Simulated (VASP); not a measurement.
Shape and ions are relaxed at each volume.

Energy against volume of WC (wc). Level of theory: vdW-DF2, VASP's PBE PAW potentials (set 64) (plane waves; VASP).

```tsv
V (Å³/atom)	E (eV/atom)
10.478	-7.97355
10.813	-8.00909
11.147	-8.02032
11.481	-8.01084
11.816	-7.98379
```

### Question
Fit a third-order Birch-Murnaghan equation of state.

### Answer

```
Quantity                                          Value
---------------------------------------  --------------
volume per atom                          11.15 Å^3/atom
bulk modulus                                    329 GPa
pressure derivative of the bulk modulus            4.40
```

The compound is WC in the wc structure. It was relaxed first, which changed the volume by +7 %.
